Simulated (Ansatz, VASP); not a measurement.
## Ba8SnP30O85: VASP beside Ansatz

Aim: how closely do two programs agree when they are given the same cell, functional and k mesh? Of the first pair: The structure shown is frame 40 of Ansatz's trajectory.

Method: plane waves, with VASP 6.6.1 beside it; single point at PBE, in Ansatz 0.2.0.

**1. Set-up**

The cell holds 124 atoms: 30 P, 8 Ba, 1 Sn and 85 O. Its edges and angles: a = 12.315 Å, b = 12.315 Å, c = 12.315 Å, α = 90.0°, β = 90.0°, γ = 90.0°. As first built, before any earlier steps moved the atoms (in the runner's words): 124 atoms (30 P, 8 Ba, 1 Sn, 85 O) placed at random at 3.14 g/cm^3, melted at 4000 K for 10 ps at fixed volume with the Morse and Coulomb pair potential with partial charges (Pedone, Malavasi, Menziani, Cormack and Segre, J. Phys. Chem. B 110, 11780 (2006)). Quenched from 4000 K to 300 K at 50 K/ps and fixed volume, held 10 ps at zero pressure.

**2. Ansatz: dynamics, PBE**

Ansatz runs on its default PAW (the set named soft_2) files.

One frame of this run of dynamics is then solved in both programs, so the motion causes no difference.

Contents of input.yaml:

```yaml
crystal:
  lattice:
    - [12.31526, 0.0, 0.0]
    - [0.0, 12.31526, 0.0]
    - [0.0, 0.0, 12.31526]
  atoms:
    - { symbol: P, position: [0.14756, 0.04333, 0.61499] }
    - { symbol: P, position: [0.0819, 0.97631, 0.15378] }
    - { symbol: P, position: [0.88077, 0.12632, 0.11348] }
    - { symbol: P, position: [0.10062, 0.26085, 0.86321] }
    - { symbol: P, position: [0.4931, 0.60245, 0.63279] }
    - { symbol: P, position: [0.45938, 0.53281, 0.96857] }
    - { symbol: P, position: [0.91907, 0.37513, 0.58063] }
    - { symbol: P, position: [0.97561, 0.15668, 0.4606] }
    - { symbol: P, position: [0.13301, 0.26252, 0.2892] }
    - { symbol: P, position: [0.54396, 0.78474, 0.46425] }
    - { symbol: P, position: [0.42238, 0.19076, 0.0819] }
    - { symbol: P, position: [0.39965, 0.41152, 0.18178] }
    - { symbol: P, position: [0.93291, 0.78687, 0.0847] }
    - { symbol: P, position: [0.04722, 0.48446, 0.97254] }
    - { symbol: P, position: [0.73119, 0.61063, 0.71186] }
    - { symbol: P, position: [0.35808, 0.96733, 0.50608] }
    - { symbol: P, position: [0.81584, 0.56275, 0.47603] }
    - { symbol: P, position: [0.33485, 0.89008, 0.83429] }
    - { symbol: P, position: [0.22615, 0.07146, 0.97321] }
    - { symbol: P, position: [0.80261, 0.5382, 0.93241] }
    - { symbol: P, position: [0.47601, 0.30567, 0.84558] }
    - { symbol: P, position: [0.27856, 0.35337, 0.71106] }
    - { symbol: P, position: [0.51658, 0.10576, 0.65721] }
    - { symbol: P, position: [0.98693, 0.74763, 0.46928] }
    - { symbol: P, position: [0.02881, 0.48368, 0.22679] }
    - { symbol: P, position: [0.95806, 0.90566, 0.85939] }
    - { symbol: P, position: [0.32089, 0.7959, 0.18529] }
    - { symbol: P, position: [0.00631, 0.70854, 0.70938] }
    - { symbol: P, position: [0.43474, 0.01035, 0.26943] }
    - { symbol: P, position: [0.23336, 0.75879, 0.41854] }
[... 88 atom lines left out ...]
    - { symbol: O, position: [0.14001, 0.21757, 0.17899] }
    - { symbol: O, position: [0.39873, 0.71357, 0.14942] }
    - { symbol: O, position: [0.23711, 0.26616, 0.3516] }
    - { symbol: O, position: [0.33275, 0.11647, 0.02647] }
    - { symbol: O, position: [0.52873, 0.69468, 0.55162] }
    - { symbol: O, position: [0.25131, 0.03003, 0.54702] }
kpoints:
  mp_grid: { grid: [1, 1, 1] }
hamiltonian:
  xc: pbe
scf:
  occupations: { method: fixed }
output:
  forces: true
  stress: true
md:
  timestep: 1.0
  n_steps: 120
  ensemble: nvt_nose_hoover
  temperature: 600
  initial_velocities: maxwell_boltzmann
  seed: 4796
```

On the command line:

```console
$ ansatz run input.yaml --threads 4 --pin off --max-ram 8192MiB --backend cpu --events-out ev --progress --plain --runs-dir out
```

Numbers of over 12 decimals in the logs are rounded to 6 here.

The program printed:

```text
Warning: md: disabling space-group detection — thermal motion breaks the input geometry's symmetry, so no spatial operation reduces the k-mesh or symmetrises the density; time reversal is kept, so that k and −k are solved as one point where they differ and the mesh holds both, and exact exchange and, on two spinor components, a DFT+U term hold to it where the run has them: on two components no moment then forms, and  [...]
Warning: output.stress: scf.convergence.dr2_threshold = 1e-7 eV (the SCF's general default) is looser than the 1.08e-8 eV advised for a printed stress (1e-10 eV for each atom of the cell: 124, of which 108 are counted). What an SCF threshold leaves in a stress goes as its square root, and in the free energy as the threshold itself, and one threshold admits the most on a small cell: [figures from the program's tests c [...]
Engine: ansatz 0.2.0, aarch64-unknown-linux-gnu
Pseudopotentials: kind: paw
Pseudopotential: P, paw, valence charge 5, recommended cutoff 420 eV (normal), P.paw.azcp
Pseudopotential: Ba, paw, valence charge 10, recommended cutoff 420 eV (normal), Ba.paw.azcp
Pseudopotential: Sn, paw, valence charge 14, recommended cutoff 420 eV (normal), Sn.paw.azcp
Pseudopotential: O, paw, valence charge 6, recommended cutoff 420 eV (normal), O.paw.azcp
Functional definition: PBE
  parameter kappa = 0.804
  parameter beta = 0.066725
  exchange = pbe_x(kappa = kappa, mu = beta*pi^2/3)
  correlation = pbe_c(beta = beta)
Crystal: 124 atoms, lattice volume = 1867.802 Å³
Basis set: ecut = 420 eV, 36377 PW (Γ), exchange–correlation on 180×180×180 points (8 copies of the dense FFT grid, shifted against one another)
Bands: 501, of which v1, the nominal top of the filled ones, is band 377 counted from 1 (376 counted from 0)
Symmetry: 1 space group operations
k-points: 1
Non-local potential: P, projectors of the file, l = 0: 2, l = 1: 2, l = 2: 2
Non-local potential: Ba, projectors of the file, l = 0: 3, l = 1: 2, l = 2: 2, l = 3: 2
Non-local potential: Sn, projectors of the file, l = 0: 2, l = 1: 2, l = 2: 2, l = 3: 2
Non-local potential: O, projectors of the file, l = 0: 2, l = 1: 2, l = 2: 1
PAW form: soft (Blöchl's): semilocal exchange-correlation on the pseudo side does not see the compensation charge
PAW one-centre angular grid: P, 110 points (default); XC on 64 Gauss nodes
PAW one-centre angular grid: Ba, 194 points (default); XC on 64 Gauss nodes
PAW one-centre angular grid: Sn, 590 points (default); XC on 64 Gauss nodes
PAW one-centre angular grid: O, 110 points (default); XC on 64 Gauss nodes
Initial density: superposition of atomic densities (neutral atoms: chi_scale 0, normalization atom), corrected by the library's trained network
Initial wavefunctions: pseudopotential atomic-orbital guess
Functional: x = pbe(κ = 0.804, μ = 0.219515), c = pbe(β = 0.066725)
SCF iter   1: F=—  HF=-124564.403406 eV  |F-HF|=—  |Δ(HF+E_count)|=         —  Δρ=5.36e-3  dr2=8.28e-1  ethr=1.77e-3  ⟨swp⟩=7.0  Hψ=1863  notcnv=0  defer=122
preconditioner: auto → Resta (q_TF=auto, 2.345 Å⁻¹)  ε∞=3.1  [insulator: Δε(μ)=1.827 eV  Ē_g=15.973 eV  n_scr=436 (ndim 8)  ℏωp=23.3 eV  f_vac=0.174  ε∞_Penn≈3.1]
SCF iter   2: F=—  HF=-124564.214821 eV  |F-HF|=—  |Δ(HF+E_count)|=   1.89e-1  Δρ=2.83e-3  dr2=1.70e-1  ethr=1.10e-4  ⟨swp⟩=4.0  Hψ=849  notcnv=0  defer=122
SCF iter   3: F=—  HF=-124564.180980 eV  |F-HF|=—  |Δ(HF+E_count)|=   3.38e-2  Δρ=1.14e-3  dr2=5.01e-2  ethr=2.26e-5  ⟨swp⟩=5.0  Hψ=676  notcnv=0  defer=116
automatic band count: iteration 3 solves 495 bands in place of 501: the levels show a gap, and the empty bands left out lie too high to hold charge; the band table lists the bands solved (type scf.n_extra_bands for more)
SCF iter   4: F=—  HF=-124564.166918 eV  |F-HF|=—  |Δ(HF+E_count)|=   1.41e-2  Δρ=4.98e-4  dr2=4.87e-3  ethr=6.64e-6  ⟨swp⟩=6.0  Hψ=715  notcnv=0  defer=116
SCF iter   5: F=—  HF=-124564.166519 eV  |F-HF|=—  |Δ(HF+E_count)|=   3.99e-4  Δρ=2.71e-4  dr2=1.24e-3  ethr=6.46e-7  ⟨swp⟩=3.0  Hψ=891  notcnv=0  defer=116
[...]
SCF iter   5: F=—  HF=-124569.355510 eV  |F-HF|=—  |Δ(HF+E_count)|=   3.16e-5  Δρ=7.73e-5  dr2=9.87e-5  ethr=5.40e-8  ⟨swp⟩=3.0  Hψ=710  notcnv=0  defer=116
SCF iter   6: F=—  HF=-124569.359815 eV  |F-HF|=—  |Δ(HF+E_count)|=   4.30e-3  Δρ=2.47e-5  dr2=1.03e-5  ethr=1.31e-8  ⟨swp⟩=3.0  Hψ=814  notcnv=0  defer=116
SCF iter   7: F=—  HF=-124569.359817 eV  |F-HF|=—  |Δ(HF+E_count)|=   2.33e-6  Δρ=1.02e-5  dr2=1.79e-6  ethr=1.36e-9  ⟨swp⟩=3.0  Hψ=742  notcnv=0  defer=116
SCF iter   8: F=—  HF=-124569.359818 eV  |F-HF|=—  |Δ(HF+E_count)|=   2.32e-7  Δρ=4.03e-6  dr2=2.91e-7  ethr=2.37e-10  ⟨swp⟩=3.0  Hψ=740  notcnv=0  defer=116
SCF iter   9: F=-124569.359818 eV  HF=-124569.359818 eV  |F-HF|=6.64e-9  |Δ(HF+E_count)|=   6.74e-8  Δρ=1.31e-6  dr2=3.39e-8  ethr=1.33e-11  ⟨swp⟩=6.0  Hψ=1616  notcnv=0
SCF 121 converged in 9 iterations: F = -124569.359818 eV  dr2 = 3.39e-8
md step   120: t =   120.00 fs  T =   756.7 K  F+E_penalty+E_count = -124569.35981776 eV  E_kin = 12.031072 eV  conserved = -124554.63752477 eV  P_inst = 1.9979 GPa  (9 SCF iters)
SCF converged after 9 iterations
Free energy (F): -124569.359818 eV
Harris-Foulkes:  -124569.359818 eV  (|F-HF|=6.64e-9)
Internal energy: -124569.359818 eV  (E = F + TS)
E sigma→0 (E₀):  -124569.359818 eV
Fermi energy:    4.764548 eV
--- Per-component energies (eV) ---
  E_band       = -3845.225085
  E_kinetic    = 18945.321553
  E_local      = -54650.868291  (includes V_loc(G=0)·N_el)
  E_nonlocal   = 5422.043715
  E_hartree    = 20745.389983
  E_xc         = -9902.426430
  E_vxc        = -11083.236552  (∫ρ·V_xc dr)
  E_paw        = -76506.915175  (= ΣΔE_a)
  E_vpaw       = -3969.475148  (= ΣTr[D̂ρ^β])
  E_aug_tail   = 0.212433  (compensation charges beyond the density's cutoff)
  E_ewald      = -28622.117604
  E_smearing   = -0.000000  (= −TS)
  E_closure    = -0.000000  (closes the sum)
  Σ components = -124569.359818   (vs F -124569.359818, Δ=0.00e0)
--- Forces (eV/Å), atoms counted from 1 ---
  atom   1  P     -1.33132435    -1.32082573     0.74448793
  atom   2  P      3.98406934    -1.33861600     0.55436853
  atom   3  P      0.31162924     0.32578768     0.57948894
  atom   4  P     -0.31949446     0.18081694    -0.03564505
  atom   5  P      2.85700106     1.62247818     1.91420486
  atom   6  P     -1.07162711     0.07843359    -1.31234390
  atom   7  P     -3.51783343    -0.59144098     2.88232160
  atom   8  P      1.13842133     0.58678291     2.25839293
  atom   9  P      0.71760516     1.60636238    -2.16771777
  atom  10  P      3.74742801     2.94799693    -0.03127003
  atom  11  P      1.53258284     4.59485418     2.95107964
  atom  12  P      2.02750898    -3.22103207    -0.28439156
  atom  13  P     -1.93128931     1.99179946     0.63974712
  atom  14  P      0.57234711    -0.85951290    -1.67307238
  atom  15  P     -0.01049925     0.92277860     0.89035469
  atom  16  P     -1.04724040     1.60066779     0.62482362
  atom  17  P     -1.62169379    -0.66747309    -1.32010202
  atom  18  P      2.69436439     3.00731221     2.37406743
  atom  19  P     -1.27248959    -2.21207194    -0.23982248
  atom  20  P     -1.99743436    -0.59369160    -0.20729639
  atom  21  P      0.92914071     0.55670812    -0.17191744
  atom  22  P      0.26226462     1.53659293    -2.85521532
  atom  23  P     -1.72848809     1.12787963     2.05326019
  atom  24  P      0.28790430    -0.06850228    -0.81036045
[...]
atom 117  O      0.45896140    -0.16415156    -0.01251125
  atom 118  O     -2.32383040     0.21041152    -1.48753079
  atom 119  O      0.60921541    -0.18452621     0.24493106
  atom 120  O      1.08145869    -0.92793966     0.38766272
  atom 121  O     -0.03345203    -0.14487046    -0.78490522
  atom 122  O     -3.63420164    -2.80745983    -2.14821427
  atom 123  O     -1.78357089    -2.03967752     1.10764350
  atom 124  O     -2.11955115    -0.08314753    -0.08663617
  max |Σ_I F_I| component: 4.57e-5 eV/Å
--- Stress (GPa, compression-positive) ---
       -0.456845       0.571901       0.306403
        0.571901       3.007045       0.230593
        0.306402       0.230593       1.362551
  P = ⅓ Tr σ = 1.3043 GPa (13.043 kbar)
--- MD trajectory: 120 steps, t = 0.0 → 120.0 fs ---
  final state: T = 756.7 K   F+E_penalty+E_count = -124569.35981776 eV   E_kin = 12.031072 eV
  conserved energy: peak-to-peak 1.645e-2 eV (1.327e-4 eV/atom) over 120.0 fs
```

In the SCF lines HF is the Harris–Foulkes energy and dr2 the Hartree energy of the density residual, in eV; the loop may stop once dr2 is under the threshold and the program's other checks hold. Hψ counts applications of the Hamiltonian.

**3. VASP: single point, PBE, pair 1**

The same cell, functional and mesh now go to VASP, with its own data sets.

Lines of VASP's logs that name or quote its potential files are left out, and so is its time.

Contents of INCAR:

```
SYSTEM = Ba8SnP30O85
PREC = Accurate
ENCUT = 520
EDIFF = 1E-06
NELM = 120
ISMEAR = 0
SIGMA = 0.01
LREAL = Auto
ALGO = Normal
GGA = PE
NBANDS = 464
LORBIT = 11
LWAVE = .FALSE.
LCHARG = .FALSE.
ISIF = 2
LASPH = .TRUE.
GGA_COMPAT = .FALSE.
EFERMI = MIDGAP
NCORE = 4
```

Contents of POSCAR:

```
Ba8SnP30O85
1.0
   12.3152600000      0.0000000000      0.0000000000
    0.0000000000     12.3152600000      0.0000000000
    0.0000000000      0.0000000000     12.3152600000
P Ba Sn O
30 8 1 85
Direct
    0.1538416566      0.0353220314      0.6263042762
    0.0771563085      0.9867838763      0.1633095850
    0.8548337591      0.1313654767      0.1033027317
    0.0989666479      0.2697547595      0.8605664842
    0.4912198362      0.5967312099      0.6277577574
    0.4554836845      0.5251614663      0.9636743357
    0.9356765509      0.3735446917      0.5956187689
    0.9888463581      0.1619373038      0.4607373291
    0.1445036483      0.2573067885      0.2782401671
    0.5494484079      0.7846768968      0.4540464432
    0.4337870252      0.1846976840      0.0993320482
    0.3939015498      0.4180342112      0.1871336862
    0.9346534300      0.7811040936      0.0834736741
    0.0460891609      0.4879474733      0.9789805493
    0.7220391612      0.6239657141      0.7117267520
    0.3624365218      0.9760167467      0.5038139674
    0.8104822797      0.5530861711      0.4690603365
    0.3416005833      0.8710575335      0.8247085323
    0.2193944748      0.0681837005      0.9710148223
    0.7958825067      0.5481329667      0.9270125032
    0.4834895893      0.3002372666      0.8602254439
    0.2798560485      0.3755990535      0.7160790759
    0.5302770709      0.1023526909      0.6595719457
    0.9794433897      0.7618028365      0.4665268943
    0.0178234158      0.4762384229      0.2467507791
    0.9430576374      0.9120067299      0.8621661256
    0.3214629655      0.7801134527      0.1674426687
    0.0044091639      0.7014387029      0.7170128767
    0.4441725144      0.9945108751      0.2697385195
    0.2443147770      0.7599189948      0.4147862083
[... 88 atom lines left out ...]
    0.1222061085      0.2375751710      0.1644301460
    0.4198449728      0.7023562637      0.1581939805
    0.2484803407      0.2558939072      0.3422258239
    0.3262537697      0.1061690943      0.0476319623
    0.5386244383      0.6742935188      0.5360909960
    0.2617890325      0.0541198481      0.5383158780
```

Contents of KPOINTS:

```
Automatic mesh
0
Gamma
1 1 1
0 0 0
```

The projector-augmented-wave data sets are P, Ba_sv, Sn_d and O (PBE family, release 64).

On the command line:

```console
$ mpirun -np 16 vasp_gam
```

The program printed:

```text
[banner, memory and clock lines left out]
running   16 mpi-ranks, on    1 nodes
[...]
LDA part: xc-table for (Slater+PW92), standard interpolation
 POSCAR, INCAR and KPOINTS ok, starting setup
[...]
entering main loop
       N       E                     dE             d eps       ncg     rms          rms(c)
DAV:   1     0.822254734967E+04    0.82225E+04   -0.43558E+05   928   0.164E+03
DAV:   2    -0.131320563300E+03   -0.83539E+04   -0.80223E+04  1136   0.409E+02
DAV:   3    -0.951169755051E+03   -0.81985E+03   -0.80999E+03  1056   0.146E+02
DAV:   4    -0.984893520450E+03   -0.33724E+02   -0.33405E+02  1168   0.311E+01
[...]
DAV:  17    -0.857899473955E+03    0.25463E-04   -0.16022E-04  1128   0.345E-02    0.267E-02
DAV:  18    -0.857899471706E+03    0.22497E-05   -0.63896E-05  1152   0.167E-02    0.109E-02
DAV:  19    -0.857899471678E+03    0.27067E-07   -0.95132E-06  1064   0.636E-03
   1 F= -.85789947E+03 E0= -.85789947E+03  d E =0.000000E+00
```

OUTCAR, selected parts (step 3):

```text
  FREE ENERGIE OF THE ION-ELECTRON SYSTEM (eV)
  ---------------------------------------------------
  free  energy   TOTEN  =      -857.8994716785 eV

  energy  without entropy=     -857.8994716785  energy(sigma->0) =     -857.89947168

[... 1 further part left out ...]
```

Harder data sets than Ba_sv exist (the GW ones), and pressures, volumes and forces can shift noticeably with them.

**4. Differences**

Known differences besides the potentials themselves: fixed occupations in Ansatz, narrow Gaussian smearing in VASP; the cutoff is 420 eV in Ansatz and 520 eV in VASP (PREC = Accurate, projectors in real space). Total energies have different zeros and are not compared.

Forces on 9 of the 124 atoms, those with the largest forces and the largest differences (eV/Å; atoms numbered as in POSCAR):

| atom | Ansatz x, y, z | VASP x, y, z |
| --- | --- | --- |
| P10 | -2.094, 0.459, 3.522 | -2.066, 0.401, 3.486 |
| P11 | -6.260, -1.006, 0.696 | -6.259, -1.043, 0.677 |
| P18 | 1.504, 2.343, 3.821 | 1.470, 2.411, 3.660 |
| P23 | -4.289, 3.604, -0.521 | -4.153, 3.465, -0.561 |
| P29 | 1.660, 3.784, 0.289 | 1.508, 3.659, 0.206 |
| O77 | 3.418, -2.516, 1.058 | 3.197, -2.381, 1.036 |
| O88 | -3.069, -4.949, -2.991 | -2.959, -4.824, -2.847 |
| O104 | 0.029, -0.510, 0.771 | 0.159, -0.681, 0.941 |
| O109 | -0.170, 0.279, -3.888 | -0.170, 0.204, -3.659 |

The forces differ by 62 meV/Å r.m.s., which is 5.0 % of the r.m.s. force of 1.254 eV/Å (both taken over all components).

**5. Ansatz: dynamics, PBE**

One frame of this run of dynamics is then solved in both programs, so the motion causes no difference.

The structure compared here is frame 80 of Ansatz's trajectory.

input.yaml is that of step 2.

On the command line:

```console
$ ansatz run input.yaml --threads 4 --pin off --max-ram 8192MiB --backend cpu --events-out ev --progress --plain --runs-dir out
```

The program printed:

```text
[...]
Crystal: 124 atoms, lattice volume = 1867.802 Å³
Basis set: ecut = 420 eV, 36377 PW (Γ), exchange–correlation on 180×180×180 points (8 copies of the dense FFT grid, shifted against one another)
Bands: 501, of which v1, the nominal top of the filled ones, is band 377 counted from 1 (376 counted from 0)
Symmetry: 1 space group operations
k-points: 1
[...]
atom 124  O     -2.11955115    -0.08314753    -0.08663617
  max |Σ_I F_I| component: 4.57e-5 eV/Å
--- Stress (GPa, compression-positive) ---
       -0.456845       0.571901       0.306403
        0.571901       3.007045       0.230593
        0.306402       0.230593       1.362551
  P = ⅓ Tr σ = 1.3043 GPa (13.043 kbar)
--- MD trajectory: 120 steps, t = 0.0 → 120.0 fs ---
[...]
conserved energy: peak-to-peak 1.645e-2 eV (1.327e-4 eV/atom) over 120.0 fs
[key lines of the parts left out:]
SCF converged after 9 iterations
Free energy (F): -124569.359818 eV
Fermi energy:    4.764548 eV
```

[end of part 1 of 2]

[Lines on the potential files, build, host, timing and source positions are cut from VASP's logs without a mark.]

[Logs are printed without paths, hosts, clocks, repeated set-up lines and the standing remarks that a program may print on its own settings, such as how far it seeks lower states.]

[Hosts, paths, dates, database ids (printed as entryN), source tags and the programs' standing remarks are cut or masked in the printed files.]
